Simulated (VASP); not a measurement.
Energy against volume of BaHfO₃ (cubic perovskite). These are r2SCAN+rVV10, VASP's PBE PAW potentials (set 64) (plane waves; VASP) values and carry that method's errors. Run with 520 eV cut-off, 5×5×5 Γ-centred mesh, Gaussian smearing of 0.050 eV, potentials Ba_sv Hf_pv O.

```
V (Å³/atom)  E (eV/atom)
-----------  -----------
13.551         -21.39598
13.983         -21.42127
14.416         -21.42941
14.848         -21.42302
```

### Question
Fit these four points and predict the energy of the run at 15.281 Å³/atom.

### Answer
A cubic in V^(−2/3), the third-order Birch-Murnaghan form, passes through the four points with V0 = 14.43 Å³/atom and B0 = 178 GPa, and gives -21.4043 eV/atom there. The run gave -21.4043 eV/atom, +0.0 meV/atom from the fit; all five points give B0 = 178 GPa.

The compound is BaHfO3 in the cubic perovskite structure. It was relaxed first.
